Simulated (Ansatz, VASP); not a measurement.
# KCl (Sylvite): VASP beside Ansatz, part 2 of 2

Aim: how closely do two programs agree when they are given the same cell, functional and k mesh? The cell is taken from a series of runs on this material, whose earlier steps may have relaxed, scaled, displaced or heated it; both programs get it as it stands.

VASP 6.6.1 and Ansatz 0.2.0.

So far: The structure; Ansatz: dielectric response, PBE.

### Step 3. VASP: dielectric response, PBE

Level of this step: PBE; plane waves and PAW (K_sv, Cl) (VASP).

The same cell, functional and mesh now go to VASP, with its own data sets.

Lines of VASP's logs that name or quote its potential files are left out, and so is its time.

The input, INCAR:

```
SYSTEM = KCl
PREC = Accurate
ENCUT = 400
EDIFF = 1E-08
NELM = 120
ISMEAR = 0
SIGMA = 0.01
LREAL = .FALSE.
ALGO = Normal
GGA = PE
NBANDS = 14
LORBIT = 11
LWAVE = .FALSE.
LCHARG = .FALSE.
ISIF = 2
LEPSILON = .TRUE.
LASPH = .TRUE.
GGA_COMPAT = .FALSE.
```

The input, POSCAR:

```
KCl
1.0
    0.0000000000      3.1464700000      3.1464700000
    3.1464700000      0.0000000000      3.1464700000
    3.1464700000      3.1464700000      0.0000000000
K Cl
1 1
Direct
    0.0000000000      0.0000000000      0.0000000000
    0.5000000000      0.5000000000      0.5000000000
```

The input, KPOINTS:

```
Automatic mesh
0
Gamma
6 6 6
0 0 0
```

The projector-augmented-wave data sets are K_sv and Cl (PBE family, release 64).

Run with:

```
mpirun -np 1 vasp_std
```

Numbers of over 12 decimals in the logs are rounded to 6 here.

The program printed:

```text
[banner, memory and clock lines left out]
running    1 mpi-ranks, on    1 nodes
 distrk:  each k-point on    1 cores,    1 groups
 distr:  one band on    1 cores,    1 groups

 POSCAR found type information on POSCAR K Cl
 POSCAR found :  2 types and       2 ions
 LDA part: xc-table for (Slater+PW92), standard interpolation
 POSCAR, INCAR and KPOINTS ok, starting setup
 FFT: planning ... GRIDC
 FFT: planning ... GRID_SOFT
 FFT: planning ... GRID
 WAVECAR not read
 entering main loop
       N       E                     dE             d eps       ncg     rms          rms(c)
DAV:   1     0.913720701375E+02    0.91372E+02   -0.63666E+03   448   0.846E+02
DAV:   2    -0.184974005790E+01   -0.93222E+02   -0.88401E+02   592   0.235E+02
DAV:   3    -0.687694265634E+01   -0.50272E+01   -0.50040E+01   604   0.498E+01
DAV:   4    -0.709409379261E+01   -0.21715E+00   -0.21709E+00   706   0.889E+00
DAV:   5    -0.709533704013E+01   -0.12432E-02   -0.12432E-02   610   0.713E-01    0.333E+00
DAV:   6    -0.680487002538E+01    0.29047E+00   -0.46643E-01   526   0.348E+00    0.273E+00
DAV:   7    -0.678974871888E+01    0.15121E-01   -0.11336E-01   580   0.189E+00    0.157E+00
DAV:   8    -0.680216515569E+01   -0.12416E-01   -0.18085E-02   580   0.996E-01    0.178E-01
DAV:   9    -0.680295087393E+01   -0.78572E-03   -0.98703E-04   598   0.198E-01    0.101E-01
DAV:  10    -0.680358245835E+01   -0.63158E-03   -0.67067E-04   460   0.167E-01    0.194E-02
DAV:  11    -0.680358651240E+01   -0.40540E-05   -0.25714E-05   602   0.293E-02    0.833E-03
DAV:  12    -0.680358920888E+01   -0.26965E-05   -0.44364E-06   478   0.146E-02    0.143E-03
DAV:  13    -0.680358944268E+01   -0.23380E-06   -0.38199E-07   550   0.427E-03    0.485E-04
DAV:  14    -0.680358951853E+01   -0.75843E-07   -0.47846E-08   500   0.146E-03    0.191E-04
DAV:  15    -0.680358954362E+01   -0.25099E-07   -0.21803E-09   436   0.346E-04    0.331E-05
DAV:  16    -0.680358954797E+01   -0.43462E-08   -0.55670E-10   290   0.143E-04
   1 F= -.68035895E+01 E0= -.68035895E+01  d E =-.220128E-16
 Linear response reoptimize wavefunctions to high precision
DAV:   1    -0.680358954671E+01    0.12628E-08   -0.18217E-10   300   0.746E-05
DAV:   2    -0.680358954667E+01    0.37062E-10   -0.57924E-11   248   0.346E-05
 Linear response G [H, r] |phi>, progress :
  Direction:   1
       N       E                     dE             d eps       ncg     rms
RMM:   1    -0.519510675098E+02   -0.51951E+02    0.32886E+02   871   0.991E+01
RMM:   2    -0.534932475776E+02   -0.15422E+01   -0.66548E+00   830   0.200E+01
RMM:   3    -0.537920090904E+02   -0.29876E+00   -0.14914E+00   982   0.575E+00
RMM:   4    -0.538366504799E+02   -0.44641E-01   -0.29606E-01  1034   0.187E+00
RMM:   5    -0.538452912473E+02   -0.86408E-02   -0.64360E-02  1010   0.782E-01
RMM:   6    -0.538468226395E+02   -0.15314E-02   -0.18470E-02  1044   0.359E-01
RMM:   7    -0.538473023083E+02   -0.47967E-03    0.58801E-03  1082   0.173E-01
RMM:   8    -0.538474370637E+02   -0.13476E-03    0.12527E-02  1033   0.808E-02
RMM:   9    -0.538474681363E+02   -0.31073E-04    0.14383E-03  1027   0.414E-02
RMM:  10    -0.538474737028E+02   -0.55666E-05    0.47700E-03  1009   0.244E-02
RMM:  11    -0.538474711621E+02    0.25408E-05    0.16825E-03   994   0.164E-02
RMM:  12    -0.538474740685E+02   -0.29064E-05    0.44756E-04   975   0.121E-02
RMM:  13    -0.538474754673E+02   -0.13988E-05    0.23558E-04   943   0.980E-03
RMM:  14    -0.538474748775E+02    0.58981E-06   -0.31131E-05   842   0.856E-03
RMM:  15    -0.538474751502E+02   -0.27277E-06    0.43740E-04   717   0.784E-03
RMM:  16    -0.538474746709E+02    0.47935E-06    0.31359E-04   623   0.748E-03
RMM:  17    -0.538474746724E+02   -0.14875E-08    0.22594E-04   539   0.728E-03
RMM:  18    -0.538474745621E+02    0.11021E-06    0.22583E-04   519   0.717E-03
 Linear response G [H, r] |phi>, progress :
  Direction:   2
       N       E                     dE             d eps       ncg     rms
RMM:   1    -0.502370355079E+02   -0.50237E+02    0.34298E+02   887   0.100E+02
RMM:   2    -0.519668161103E+02   -0.17298E+01   -0.59507E+00   831   0.198E+01
RMM:   3    -0.522201078897E+02   -0.25329E+00   -0.12252E+00   977   0.570E+00
RMM:   4    -0.522622124049E+02   -0.42105E-01   -0.25302E-01  1044   0.183E+00
RMM:   5    -0.522702932177E+02   -0.80808E-02   -0.62072E-02  1011   0.775E-01
RMM:   6    -0.522717973549E+02   -0.15041E-02   -0.19067E-02  1056   0.363E-01
RMM:   7    -0.522722796582E+02   -0.48230E-03   -0.14517E-03  1083   0.183E-01
RMM:   8    -0.522724442864E+02   -0.16463E-03    0.33621E-04  1039   0.859E-02
RMM:   9    -0.522724848244E+02   -0.40538E-04    0.10996E-03  1048   0.454E-02
RMM:  10    -0.522724886055E+02   -0.37811E-05    0.19477E-04  1042   0.261E-02
RMM:  11    -0.522724955455E+02   -0.69400E-05    0.38963E-05  1012   0.154E-02
RMM:  12    -0.522724936245E+02    0.19209E-05    0.34734E-04   976   0.109E-02
[...]
RMM:  19    -0.516960451236E+02    0.61908E-07    0.25846E-04   473   0.726E-03
 Linear response to external field (no local field effect), progress :
  Direction:   1
       N       E                     dE             d eps       ncg     rms          rms(c)
RMM:   1    -0.284533644048E+00   -0.28453E+00   -0.69053E-01   988   0.328E+00
[...]
Direction:   3
       N       E                     dE             d eps       ncg     rms          rms(c)
RMM:   1    -0.233165882091E+00   -0.23317E+00   -0.46979E-01   967   0.313E+00
RMM:   2    -0.241311856843E+00   -0.81460E-02   -0.26800E-02   921   0.672E-01
RMM:   3    -0.243165764271E+00   -0.18539E-02   -0.35795E-03   959   0.224E-01
RMM:   4    -0.243424236801E+00   -0.25847E-03   -0.50319E-04   987   0.808E-02
RMM:   5    -0.243459001989E+00   -0.34765E-04   -0.96452E-05   976   0.332E-02
RMM:   6    -0.243465790995E+00   -0.67890E-05   -0.16884E-05   911   0.142E-02
RMM:   7    -0.243467050057E+00   -0.12591E-05   -0.26309E-05   899   0.630E-03
RMM:   8    -0.243467290682E+00   -0.24063E-06   -0.17493E-05   891   0.297E-03
RMM:   9    -0.243467331575E+00   -0.40892E-07   -0.52605E-06   879   0.134E-03
RMM:  10    -0.243467338316E+00   -0.67418E-08   -0.13300E-06   863   0.757E-04
RMM:  11    -0.243467340234E+00   -0.19179E-08   -0.26031E-06   811   0.512E-04
RMM:  12    -0.243467339305E+00    0.92896E-09    0.93688E-08   720   0.427E-04
 change of polarisation eV/A/(eV/A) component  3 :     0.031    -0.042     0.487
 dielectric tensor                  component  3 :     0.090    -0.121     2.414
 Linear response to external field, progress :
  Direction:   1
       N       E                     dE             d eps       ncg     rms          rms(c)
RMM:   1    -0.260774023305E+00   -0.26077E+00   -0.60059E-01  1819   0.321E+00
RMM:   2    -0.269207153463E+00   -0.84331E-02   -0.28642E-02  1742   0.708E-01    0.124E+00
RMM:   3    -0.236206236592E+00    0.33001E-01   -0.69463E-02  1536   0.127E+00    0.589E-01
RMM:   4    -0.245204294961E+00   -0.89981E-02   -0.32462E-02  1595   0.871E-01    0.217E-01
RMM:   5    -0.259412486888E+00   -0.14208E-01   -0.20571E-03  1649   0.309E-01    0.460E-02
RMM:   6    -0.259426364444E+00   -0.13878E-04   -0.63569E-04  1873   0.102E-01    0.304E-02
RMM:   7    -0.259849724839E+00   -0.42336E-03   -0.94949E-05  1847   0.401E-02    0.228E-02
RMM:   8    -0.260388640787E+00   -0.53892E-03   -0.55445E-05  1632   0.293E-02    0.602E-03
RMM:   9    -0.260426697796E+00   -0.38057E-04   -0.78593E-06  1954   0.109E-02    0.246E-03
RMM:  10    -0.260438291283E+00   -0.11593E-04   -0.10421E-05  1983   0.503E-03    0.451E-04
RMM:  11    -0.260433341313E+00    0.49500E-05   -0.77415E-08  1988   0.216E-03    0.642E-04
RMM:  12    -0.260433454196E+00   -0.11288E-06    0.19080E-06  1952   0.102E-03    0.430E-04
RMM:  13    -0.260433753562E+00   -0.29937E-06    0.25204E-07  1900   0.594E-04    0.176E-04
RMM:  14    -0.260434092027E+00   -0.33847E-06    0.42332E-07  1784   0.411E-04    0.234E-05
RMM:  15    -0.260434351991E+00   -0.25996E-06   -0.17595E-07  1514   0.306E-04    0.513E-06
 change of polarisation eV/A/(eV/A) component  1 :     0.457     0.045     0.016
 dielectric tensor                  component  1 :     2.326     0.129     0.047
 Linear response to external field, progress :
  Direction:   2
       N       E                     dE             d eps       ncg     rms          rms(c)
RMM:   1    -0.260923832503E+00   -0.26092E+00   -0.60209E-01  1836   0.322E+00
RMM:   2    -0.269228209268E+00   -0.83044E-02   -0.28688E-02  1755   0.712E-01    0.124E+00
RMM:   3    -0.236207871586E+00    0.33020E-01   -0.69356E-02  1546   0.127E+00    0.589E-01
RMM:   4    -0.245243008912E+00   -0.90351E-02   -0.33122E-02  1603   0.877E-01    0.217E-01
RMM:   5    -0.259424577952E+00   -0.14182E-01   -0.20652E-03  1657   0.311E-01    0.457E-02
RMM:   6    -0.259431476419E+00   -0.68985E-05   -0.64730E-04  1887   0.105E-01    0.294E-02
RMM:   7    -0.259859993195E+00   -0.42852E-03   -0.92234E-05  1857   0.408E-02    0.222E-02
RMM:   8    -0.260399338723E+00   -0.53935E-03   -0.87679E-05  1649   0.309E-02    0.665E-03
RMM:   9    -0.260426443494E+00   -0.27105E-04   -0.62996E-06  1935   0.118E-02    0.223E-03
RMM:  10    -0.260436440132E+00   -0.99966E-05   -0.11848E-05  2024   0.563E-03    0.642E-04
RMM:  11    -0.260433407291E+00    0.30328E-05   -0.24914E-06  1994   0.225E-03    0.633E-04
RMM:  12    -0.260433560584E+00   -0.15329E-06    0.12108E-06  1942   0.108E-03    0.450E-04
RMM:  13    -0.260433773623E+00   -0.21304E-06    0.18984E-07  1941   0.611E-04    0.201E-04
RMM:  14    -0.260434192358E+00   -0.41873E-06    0.31813E-07  1814   0.426E-04    0.266E-05
RMM:  15    -0.260434415427E+00   -0.22307E-06    0.20111E-07  1570   0.314E-04    0.283E-05
RMM:  16    -0.260434365979E+00    0.49448E-07    0.17857E-07  1181   0.272E-04    0.727E-06
 change of polarisation eV/A/(eV/A) component  2 :     0.032     0.457    -0.016
 dielectric tensor                  component  2 :     0.092     2.326    -0.046
 Linear response to external field, progress :
  Direction:   3
       N       E                     dE             d eps       ncg     rms          rms(c)
RMM:   1    -0.260923613238E+00   -0.26092E+00   -0.60209E-01  1832   0.322E+00
RMM:   2    -0.269226239204E+00   -0.83026E-02   -0.28687E-02  1752   0.711E-01    0.124E+00
RMM:   3    -0.236212881028E+00    0.33013E-01   -0.69208E-02  1544   0.127E+00    0.589E-01
RMM:   4    -0.245246393158E+00   -0.90335E-02   -0.33067E-02  1598   0.877E-01    0.217E-01
RMM:   5    -0.259424593336E+00   -0.14178E-01   -0.20587E-03  1654   0.310E-01    0.458E-02
RMM:   6    -0.259429994762E+00   -0.54014E-05   -0.63954E-04  1883   0.105E-01    0.295E-02
RMM:   7    -0.259861152681E+00   -0.43116E-03   -0.87326E-05  1859   0.406E-02    0.222E-02
RMM:   8    -0.260400604889E+00   -0.53945E-03   -0.83212E-05  1656   0.308E-02    0.655E-03
RMM:   9    -0.260426663091E+00   -0.26058E-04   -0.14089E-05  1930   0.117E-02    0.222E-03
RMM:  10    -0.260436105958E+00   -0.94429E-05   -0.18559E-05  2012   0.558E-03    0.604E-04
RMM:  11    -0.260432852535E+00    0.32534E-05   -0.54199E-06  1995   0.220E-03    0.607E-04
RMM:  12    -0.260433216149E+00   -0.36361E-06    0.12330E-06  1948   0.104E-03    0.446E-04
RMM:  13    -0.260433434746E+00   -0.21860E-06   -0.48783E-07  1907   0.578E-04    0.193E-04
RMM:  14    -0.260433766732E+00   -0.33199E-06    0.29906E-07  1809   0.383E-04    0.239E-05
RMM:  15    -0.260433987721E+00   -0.22099E-06   -0.43378E-07  1572   0.274E-04    0.359E-05
RMM:  16    -0.260433929756E+00    0.57965E-07    0.29891E-07  1180   0.235E-04    0.596E-06
 change of polarisation eV/A/(eV/A) component  3 :    -0.002     0.010     0.457
 dielectric tensor                  component  3 :    -0.005     0.029     2.326
 Born effective charges drift removed
```

OUTCAR, selected parts (step 3):

```text
ion  position               nearest neighbor table
   1  0.000  0.000  0.000-   2 3.15   2 3.15   2 3.15   2 3.15   2 3.15   2 3.15
   2  0.500  0.500  0.500-   1 3.15   1 3.15   1 3.15   1 3.15   1 3.15   1 3.15

  LATTYP: Found a face centered cubic cell.
 ALAT       =     6.2929400000

 Subroutine GETGRP returns: Found 48 space group operations
 (whereof 48 operations were pure point group operations)

The static configuration has the point symmetry O_h .

 Found     16 irreducible k-points:

   k-points           NKPTS =     16   k-points in BZ     NKDIM =     16   number of bands    NBANDS=     14

   dimension x,y,z NGX =    30 NGY =   30 NGZ =   30
   dimension x,y,z NGXF=    60 NGYF=   60 NGZF=   60

   ENCUT  =  400.0 eV  29.40 Ry    5.42 a.u.   7.26  7.26  7.26*2*pi/ulx,y,z

   NELECT =      16.0000    total number of electrons

 k-points in reciprocal lattice and weights: Automatic mesh
   0.00000000  0.00000000  0.00000000       0.005
   0.16666667  0.00000000  0.00000000       0.037
   0.33333333  0.00000000  0.00000000       0.037
   0.50000000  0.00000000  0.00000000       0.019
   0.16666667  0.16666667  0.00000000       0.028
   0.33333333  0.16666667  0.00000000       0.111
   0.50000000  0.16666667  0.00000000       0.111
  -0.33333333  0.16666667  0.00000000       0.111
  -0.16666667  0.16666667  0.00000000       0.056
[...]
-0.33333333  0.33333333  0.16666667       0.111
  -0.33333333  0.50000000  0.16666667       0.056

 average (electrostatic) potential at core
       1 -36.3014       2 -94.3694

  Total        0.3050483      0.3050483      0.3050483     -0.0000000     -0.0000000      0.0000000
  in kB        7.8447382      7.8447382      7.8447382     -0.0000000     -0.0000000      0.0000000
  external PRESSURE =       7.8447382 kB  Pullay stress =       0.0000000 kB

  energy-cutoff  :      400.00
  volume of cell :       62.30
      direct lattice vectors                 reciprocal lattice vectors
     0.000000000  3.146470000  3.146470000    -0.158908237  0.158908237  0.158908237
     3.146470000  0.000000000  3.146470000     0.158908237 -0.158908237  0.158908237
     3.146470000  3.146470000  0.000000000     0.158908237  0.158908237 -0.158908237

 POSITION                                       TOTAL-FORCE (eV/Angst)
 -----------------------------------------------------------------------------------
      0.00000      0.00000      0.00000         0.000000      0.000000      0.000000
      3.14647      3.14647      3.14647         0.000000      0.000000     -0.000000
 -----------------------------------------------------------------------------------
    total drift:                                0.000000      0.000000      0.000000

 MACROSCOPIC STATIC DIELECTRIC TENSOR (including local field effects in DFT)
 ------------------------------------------------------
           2.326122    -0.000000    -0.000000
           0.000000     2.326122     0.000000
           0.000000     0.000000     2.326122
 ------------------------------------------------------

 PIEZOELECTRIC TENSOR (including local field effects)  for field in x, y, z        (C/m^2)
          XX          YY          ZZ          XY          YZ          ZX
  --------------------------------------------------------------------------------
  x     0.00000     0.00000     0.00000     0.00000     0.00000     0.00000
  y     0.00000     0.00000     0.00000     0.00000     0.00000     0.00000
  z     0.00000     0.00000     0.00000     0.00000     0.00000     0.00000

 BORN EFFECTIVE CHARGES (including local field effects) (in |e|, cummulative output)
 ---------------------------------------------------------------------------------
 ion    1
    1     1.12638     0.00000    -0.00000
    2    -0.00000     1.12638    -0.00000
    3     0.00000    -0.00000     1.12638
 ion    2
    1    -1.12638    -0.00000     0.00000
    2     0.00000    -1.12638     0.00000
    3    -0.00000     0.00000    -1.12638
```

### Step 4. Differences

Known differences besides the potentials themselves: fixed occupations in Ansatz, narrow Gaussian smearing in VASP; the cutoff is 420 eV in Ansatz and 400 eV in VASP. Total energies have different zeros and are not compared.

Both answers:

```
quantity  Ansatz  VASP  difference
   ε∞ xx    2.32  2.33     -0.16 %
   ε∞ yy    2.32  2.33     -0.16 %
   ε∞ zz    2.32  2.33     -0.16 %
```

### Step 5. Results

- difference in ε∞ xx (dielectric response, PBE): -0.16 %

**Reading.** The difference in ε∞ xx is -0.16 % (dielectric response, PBE), within the 5 % picked in this series as the mark of a large difference. How closely two codes agree says nothing of how well the functional describes the real material.

[Lines on the potential files, build, host, timing and source positions are cut from VASP's logs without a mark.]

[Logs are printed without paths, hosts, clocks, repeated set-up lines and the standing remarks that a program may print on its own settings, such as how far it seeks lower states.]

[Hosts, paths, dates, database ids (printed as entryN), source tags and the programs' standing remarks are cut or masked in the printed files.]
